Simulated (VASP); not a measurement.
VASP ran on this input.

**INCAR**
```
SYSTEM=SiC
PREC=Accurate; ENCUT=520; LREAL=.FALSE.
LASPH=.TRUE.
EDIFF=1E-8; NELM=100; ALGO=Normal
ISMEAR=0; SIGMA=0.05
IBRION=1; NSW=30; ISIF=2
EDIFFG=-0.001
LWAVE=.FALSE.; LCHARG=.FALSE.
```

**KPOINTS**
```
Automatic
0
Gamma
  8 8 4
0 0 0
```

POSCAR:
```
SiC
1
    1.5292397209    -2.6487206551     0.0000000000
    1.5292397209     2.6487206551    -0.0000000000
   -0.0000000000     0.0000000000     5.0166904341
Si C
2 2
Direct
  0.6666670000   0.3333330000   0.4996425423
  0.3333330000   0.6666670000   0.9996425423
  0.6666670000   0.3333330000   0.8753574577
  0.3333330000   0.6666670000   0.3753574577
```

POTCAR, in this order: Si C (LDA.64 set). Program: vasp_std.

Task: Write an equivalent input for Quantum ESPRESSO's pw.x.

Result: One equivalent input (not run):
```
&CONTROL
  calculation = 'relax'
  pseudo_dir = './pseudo'
  outdir = './out'
  tprnfor = .true.
  tstress = .true.
  nstep = 30
  forc_conv_thr = 3.9e-05
/
&SYSTEM
  ibrav = 0
  nat = 4
  ntyp = 2
  ecutwfc = 82
  occupations = 'smearing'
  smearing = 'gaussian'
  degauss = 0.003675
  input_dft = 'pz'
/
&ELECTRONS
  conv_thr = 7.3e-10
  electron_maxstep = 100
/
&IONS
/
ATOMIC_SPECIES
  Si 28.085 Si.upf
  C 12.011 C.upf
CELL_PARAMETERS angstrom
     1.5292397   -2.6487207    0.0000000
     1.5292397    2.6487207   -0.0000000
    -0.0000000    0.0000000    5.0166904
ATOMIC_POSITIONS crystal
  Si   0.6666670  0.3333330  0.4996425
  Si   0.3333330  0.6666670  0.9996425
  C    0.6666670  0.3333330  0.8753575
  C    0.3333330  0.6666670  0.3753575
K_POINTS automatic
  8 8 4 0 0 0
```
The two are equivalent in intent, not identical: the potentials are each code's own (VASP's PAW set, PseudoDojo norm-conserving files in pw.x), so ENCUT and ecutwfc are chosen apart and not converted; conv_thr bounds pw.x's estimated SCF error, while EDIFF bounds the energy change between steps; forc_conv_thr acts on force components and is met together with etot_conv_thr.

The compound is SiC in the wurtzite structure, the rare 2H polytype. This run relaxes the ions in a fixed cell. Symmetry was kept, so distortions that lower it aren't found. The start is the result of an earlier pass.
